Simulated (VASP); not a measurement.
# Cu3B5Pt (P-62m) in VASP: single point with PBE

Aim: the single point of Cu3B5Pt with PBE.

All numbers are computed with VASP 6.6.1; they aren't measurements. Logs are shortened: lines on timing, memory, paths and dates and some standing lists are left out, and cuts for length are marked.

## Step 1: The cell of the first run

It takes space group P-62m (No. 189, hexagonal). Conventional cell: a = 5.236 Å, b = 5.236 Å, c = 3.581 Å, α = 90.00°, β = 90.00°, γ = 120.00°. Around Cu (site symmetry m2m) lie 6 B at 2.08 to 2.34 Å. B (site symmetry m2m) has 2 B at 1.81 Å as nearest neighbours. B (site symmetry -6) is surrounded by 3 B at 1.81 Å. Pt (site symmetry -62m) has 6 B at 2.42 Å and 6 Cu at 2.55 to 2.69 Å as nearest neighbours.

The cell was built by a generator and needn't be a form met in nature.

## Step 2: Single point, PBE (species swapped into the Lu3Ga5Ni type (P-62m, No. 189))

INCAR reads:

```
ALGO = Fast
EDIFF = 1E-7
ENCUT = 520
GGA = PE
ISIF = 2
ISMEAR = 0
LASPH = True
LCHARG = False
LREAL = False
LWAVE = False
NBANDS = 39
NELM = 100
PREC = Accurate
SIGMA = 0.1
```

KPOINTS reads:

```
k-points
0
Gamma
  12 12 10
```

POSCAR reads:

```
Cu3B5Pt
1.0
    5.2362769589      0.0000000000      0.0000000000
   -2.6181384794      4.5347488676      0.0000000000
    0.0000000000      0.0000000000      3.5808276840
Cu B Pt
3 5 1
Direct
    0.5135995315      0.0000000000      0.5000000000
    0.4864004685      0.4864004685      0.5000000000
    0.0000000000      0.5135995315      0.5000000000
    0.3112464891      0.0000000000      0.0000000000
    0.0000000000      0.3112464891      0.0000000000
    0.6666666667      0.3333333333      0.0000000000
    0.3333333333      0.6666666667      0.0000000000
    0.6887535109      0.6887535109      0.0000000000
    0.0000000000      0.0000000000      0.5000000000
```

Potentials or basis: VASP PAW PBE potentials, release 64 (Cu, B, Pt).

Run with:

```
$ cat potpaw_PBE.64/Cu/POTCAR potpaw_PBE.64/B/POTCAR potpaw_PBE.64/Pt/POTCAR > POTCAR
$ mpirun -np 1 vasp_std > vasp.out
```

OUTCAR:

```text
EDIFF = 1E-7
   ENCUT = 520
   GGA = PE
   ISIF = 2
   ISMEAR = 0
   LASPH = True
   LREAL = False
   NELM = 100
   PREC = Accurate

 ion  position               nearest neighbor table
   1  0.514  0.000  0.500-   4 2.08   4 2.08   6 2.34   6 2.34   7 2.34   7 2.34   9 2.55   2 2.62
                             2 2.62   3 2.62   3 2.62   9 2.69
   2  0.486  0.486  0.500-   8 2.08   8 2.08   7 2.34   7 2.34   6 2.34   6 2.34   9 2.55   1 2.62
                             1 2.62   3 2.62   3 2.62   9 2.69
   3  0.000  0.514  0.500-   5 2.08   5 2.08   7 2.34   7 2.34   6 2.34   6 2.34   9 2.55   1 2.62
                             1 2.62   2 2.62   2 2.62   9 2.69
   4  0.311  0.000  0.000-   7 1.81   6 1.81   1 2.08   1 2.08   9 2.42   9 2.42
   5  0.000  0.311  0.000-   6 1.81   7 1.81   3 2.08   3 2.08   9 2.42   9 2.42
   6  0.667  0.333  0.000-   5 1.81   4 1.81   8 1.81   1 2.34   1 2.34   3 2.34   3 2.34   2 2.34
                             2 2.34
   7  0.333  0.667  0.000-   4 1.81   5 1.81   8 1.81   3 2.34   3 2.34   1 2.34   1 2.34   2 2.34
                             2 2.34
   8  0.689  0.689  0.000-   6 1.81   7 1.81   2 2.08   2 2.08   9 2.42   9 2.42
   9  0.000  0.000  0.500-   5 2.42   5 2.42   8 2.42   8 2.42   4 2.42   4 2.42   3 2.55   2 2.55
                             1 2.55   3 2.69   2 2.69   1 2.69

  LATTYP: Found a hexagonal cell.
 ALAT       =     5.2362769589
 C/A-ratio  =     0.6838499400

  Lattice vectors:

 A1 = (   5.2362769589,   0.0000000000,   0.0000000000)
 A2 = (  -2.6181384794,   4.5347488676,   0.0000000000)
 A3 = (   0.0000000000,   0.0000000000,   3.5808276840)

Analysis of symmetry for initial positions (statically):
=====================================================================
 Subroutine PRICEL returns:
 Original cell was already a primitive cell.

 Routine SETGRP: Setting up the symmetry group for a
 hexagonal supercell.

 Subroutine GETGRP returns: Found 12 space group operations
 (whereof 12 operations were pure point group operations)
 out of a pool of 24 trial point group operations.

The static configuration has the point symmetry D_3h.

Analysis of symmetry for dynamics (positions and initial velocities):
=====================================================================
 Subroutine PRICEL returns:
 Original cell was already a primitive cell.

 Routine SETGRP: Setting up the symmetry group for a
 hexagonal supercell.

 Subroutine GETGRP returns: Found 12 space group operations
 (whereof 12 operations were pure point group operations)
 out of a pool of 24 trial point group operations.

The dynamic configuration has the point symmetry D_3h.

 Subroutine INISYM returns: Found 12 space group operations
 (whereof 12 operations are pure point group operations),
 and found     1 'primitive' translations

----------------------------------------------------------------------------------------

                                     Primitive cell

  volume of cell :      85.0275

  direct lattice vectors                    reciprocal lattice vectors
     5.236276959  0.000000000  0.000000000     0.190975383  0.110259689  0.000000000
    -2.618138479  4.534748868  0.000000000     0.000000000  0.220519378  0.000000000
     0.000000000  0.000000000  3.580827684     0.000000000  0.000000000  0.279265044

  length of vectors
     5.236276959  5.236276959  3.580827684     0.220519378  0.220519378  0.279265044

  position of ions in fractional coordinates (direct lattice)
     0.513599531  0.000000000  0.500000000
     0.486400469  0.486400469  0.500000000
     0.000000000  0.513599531  0.500000000
     0.311246489  0.000000000  0.000000000
     0.000000000  0.311246489  0.000000000
     0.666666667  0.333333333  0.000000000
     0.333333333  0.666666667  0.000000000
     0.688753511  0.688753511  0.000000000
     0.000000000  0.000000000  0.500000000

  ion indices of the primitive-cell ions
   primitive index   ion index
                 1           1
                 2           2
                 3           3
                 4           4
                 5           5
                 6           6
                 7           7
                 8           8
                 9           9

----------------------------------------------------------------------------------------

 KPOINTS: k-points

Automatic generation of k-mesh.
 Grid dimensions read from file:
 generate k-points for:   12   12   10

 Generating k-lattice:

  Cartesian coordinates                     Fractional coordinates (reciprocal lattice)
     0.015914615  0.009188307  0.000000000     0.083333333  0.000000000  0.000000000
     0.000000000  0.018376615  0.000000000     0.000000000  0.083333333  0.000000000
     0.000000000  0.000000000  0.027926504     0.000000000  0.000000000  0.100000000

  Length of vectors
     0.018376615  0.018376615  0.027926504

  Shift w.r.t. Gamma in fractional coordinates (k-lattice)
     0.000000000  0.000000000  0.000000000

 Subroutine IBZKPT returns following result:
 ===========================================

 Found    114 irreducible k-points:

 Following reciprocal coordinates:
            Coordinates               Weight
  0.000000  0.000000  0.000000      1.000000
  0.083333  0.000000  0.000000      6.000000
  0.166667  0.000000  0.000000      6.000000
  0.250000  0.000000  0.000000      6.000000
  0.333333  0.000000  0.000000      6.000000
  0.416667  0.000000  0.000000      6.000000
[... 16 lines left out ...]
  0.250000  0.000000  0.100000     12.000000
  0.333333  0.000000  0.100000     12.000000
 [... further k-points ...]
   k-points           NKPTS =    114   k-points in BZ     NKDIM =    114   number of bands    NBANDS=     39
   number of dos      NEDOS =    301   number of ions     NIONS =      9
   total plane-waves  NPLWV =  44800
   dimension x,y,z NGX =    40 NGY =   40 NGZ =   28
   dimension x,y,z NGXF=    80 NGYF=   80 NGZF=   56
   ions per type =               3   5   1
   NGX,Y,Z   is equivalent  to a cutoff of  12.70, 12.70, 13.00 a.u.
   NGXF,Y,Z  is equivalent  to a cutoff of  25.40, 25.40, 26.00 a.u.
 SYSTEM =  unknown system
   PREC   = accura    normal or accurate (medium, high low for compatibility)
   ISTART =      0    job   : 0-new  1-cont  2-samecut
   ICHARG =      2    charge: 1-file 2-atom 10-const
   ISPIN  =      1    spin polarized calculation?
   LNONCOLLINEAR =      F non collinear calculations
   LSORBIT =      F    spin-orbit coupling
   LASPH  =      T    aspherical Exc in radial PAW
   ENCUT  =  520.0 eV  38.22 Ry    6.18 a.u.   9.74  9.74  6.66*2*pi/ulx,y,z
   NELM   =    100;   NELMIN=  2; NELMDL= -5     # of ELM steps
   EDIFF  = 0.1E-06   stopping-criterion for ELM
   LREAL  =      F    real-space projection
   EDIFFG = 0.1E-05   stopping-criterion for IOM
   NSW    =      0    number of steps for IOM
   IBRION =     -1    ionic relax: 0-MD 1-quasi-New 2-CG
   NFREE  =      0    steps in history (QN), initial steepest desc. (CG)
   ISIF   =      2    stress and relaxation
   ISYM   =      2    0-nonsym 1-usesym 2-fastsym
   POTIM  = 0.5000    time-step for ionic-motion
   TEBEG  =    0.0;   TEEND  =   0.0 temperature during run
   PSTRESS=    0.0 pullay stress
   NELECT =      58.0000    total number of electrons
   NUPDOWN=      -1.0000    fix difference up-down
   EMIN   =  10.00;   EMAX   =-10.00  energy-range for DOS
   EFERMI =   0.00;   METHOD = LEGACY
   ISMEAR =     0;   SIGMA  =   0.10  broadening in eV -4-tet -1-fermi 0-gaus
   EFERMI_NEDOS =   21; number of points for ismear=-14 and -15
   IALGO  =     68    algorithm
   IMIX   =      4    mixing-type and parameters
     AMIX     =   0.40;   BMIX     =  1.00
     AMIX_MAG =   1.60;   BMIX_MAG =  1.00
  volume/ion in A,a.u.               =       9.45        63.75
  Fermi-wavevector in a.u.,A,eV,Ry     =   1.441112  2.723307 28.256632  2.076804
  Thomas-Fermi vector in A             =   2.559781
   LORBIT       =      0    0 simple, 1 ext, 2 COOP (PROOUT), +10 PAW based schemes
   GGA     = PE    functional components
   LHFCALC =     F    Hartree Fock is set to
   AEXX    =    0.0000 exact exchange contribution
   IVDW    =     0    specifies the selected vdW correction
   LEPSILON=     F    determine dielectric tensor
   LRPA    =     F    only Hartree local field effects (RPA)
 non-spin polarized calculation
 RMM-DIIS sequential band-by-band and
 Gauss-broadening in eV      SIGMA  =   0.10
  energy-cutoff  :      520.00
  volume of cell :       85.03
 maximum number of plane-waves:      2308
 NGX is ok and might be reduce to    40
   NGX = 19   NGY = 19   NGZ = 13

 number of electron      57.9999969 magnetization

 Free energy of the ion-electron system (eV)
  ---------------------------------------------------
  ext. energy  EPLUGINS =         0.00000000
  ---------------------------------------------------
  free energy    TOTEN  =       -47.58903778 eV

  energy without entropy =      -47.57461031  energy(sigma->0) =      -47.58182405

 E-fermi :   8.1128     XC(G=0): -12.6370

 val. band max:        8.1127018769   @ k =   0.1667   0.0833   0.2000
 cond. band min:       8.1142695069   @ k =   0.2500   0.0833   0.3000
 fundamental gap:      0.0015676301
 Fermi energy:         8.1128163079

 k-point     1 :       0.0000    0.0000    0.0000
  band No.  band energies     occupation
      1      -4.8668      2.00000
      2      -0.2522      2.00000
      3      -0.2522      2.00000
      4       0.5438      2.00000
      5       1.1840      2.00000
      6       2.5917      2.00000
[... 31 lines left out ...]
     38      14.3128      0.00000
     39      15.7407      0.00000

 k-point     2 :       0.0833    0.0000    0.0000
  band No.  band energies     occupation
      1      -4.8228      2.00000
      2      -0.5497      2.00000
      3      -0.2879      2.00000
      4       0.7960      2.00000
      5       1.0683      2.00000
      6       2.6068      2.00000
[... 916 lines left out ...]
 k-point    24 :       0.3333    0.0000    0.1000
  band No.  band energies     occupation
      1      -4.0865      2.00000
      2      -2.1534      2.00000
      3      -0.5619      2.00000
      4       0.4055      2.00000
      5       2.1976      2.00000
      6       2.6266      2.00000
[... 31 lines left out ...]
     38      15.1295      0.00000
     39      15.7666      0.00000

 [... further k-points ...]

------------------------ aborting loop because EDIFF is reached ----------------------------------------

  FORCE on cell =-STRESS in cart. coord.  units (eV):
  Direction    XX          YY          ZZ          XY          YZ          ZX
  --------------------------------------------------------------------------------------
  -------------------------------------------------------------------------------------
  Total        0.0656517      0.0656517      0.1886160      0.0000000      0.0000000      0.0000000
  in kB        1.2370789      1.2370789      3.5541015      0.0000000      0.0000000      0.0000000
  external PRESSURE =       2.0094198 kB  Pullay stress =       0.0000000 kB

 VOLUME and BASIS-vectors are now :
 -----------------------------------------------------------------------------
  energy-cutoff  :      520.00
  volume of cell :       85.03
      direct lattice vectors                 reciprocal lattice vectors
     5.236276959  0.000000000  0.000000000     0.190975383  0.110259689  0.000000000
    -2.618138479  4.534748868  0.000000000     0.000000000  0.220519378  0.000000000
     0.000000000  0.000000000  3.580827684     0.000000000  0.000000000  0.279265044

 POSITION                                       TOTAL-FORCE (eV/Angst)
 -----------------------------------------------------------------------------------
      2.68935      0.00000      1.79041         0.025642     -0.000000     -0.000000
      1.27346      2.20570      1.79041        -0.012821     -0.022207      0.000000
     -1.34467      2.32904      1.79041        -0.012821      0.022207      0.000000
      1.62977      0.00000      0.00000        -0.028782     -0.000000     -0.000000
     -0.81489      1.41142      0.00000         0.014391     -0.024926     -0.000000
      2.61814      1.51158      0.00000         0.000000      0.000000     -0.000000
     -0.00000      3.02317      0.00000         0.000000     -0.000000     -0.000000
      1.80325      3.12332      0.00000         0.014391      0.024926     -0.000000
      0.00000      0.00000      1.79041         0.000000      0.000000     -0.000000
 -----------------------------------------------------------------------------------
    total drift:                                0.000002      0.000003      0.000000

  FREE ENERGIE OF THE ION-ELECTRON SYSTEM (eV)
  ---------------------------------------------------
  free  energy   TOTEN  =       -47.5890377820 eV

  energy  without entropy=      -47.5746103087  energy(sigma->0) =      -47.58182405
```

Run time: 11 min. Hardware: 1 thread of Intel Xeon Platinum 8488C (Sapphire Rapids), shared host; peak memory 0.44 GiB.

What came out:

```
Free energy            : -47.5890 eV
Pressure               : 0.2 GPa
Largest force          : 0.029 eV/Å
Band gap on the k mesh : none (metal or under the smearing width)
```

Forces on the atoms (eV/Å):
```
Cu   0.026  0.000  0.000
Cu  -0.013 -0.022  0.000
Cu  -0.013  0.022  0.000
B   -0.029  0.000  0.000
B    0.014 -0.025  0.000
B    0.000  0.000  0.000
B    0.000  0.000  0.000
B    0.014  0.025  0.000
Pt   0.000  0.000  0.000
```

Levels at points of the mesh, in eV from the Fermi level:
```csv
k point,band 26,band 27,band 28,band 29,band 30,band 31,band 32,band 33
"(0.00, 0.00, 0.00)",-0.89,-0.89,-0.22,2.24,2.24,3.06,3.06,3.91
"(0.50, 0.00, 0.00)",-1.05,-0.37,0.13,0.17,0.63,1.33,2.74,3.22
"(0.00, 0.00, 0.50)",-1.69,-1.38,-1.15,-1.15,-0.15,-0.15,2.46,3.53
"(0.50, 0.00, 0.50)",-2.33,-1.03,-0.58,-0.53,-0.42,-0.07,3.44,4.38
```
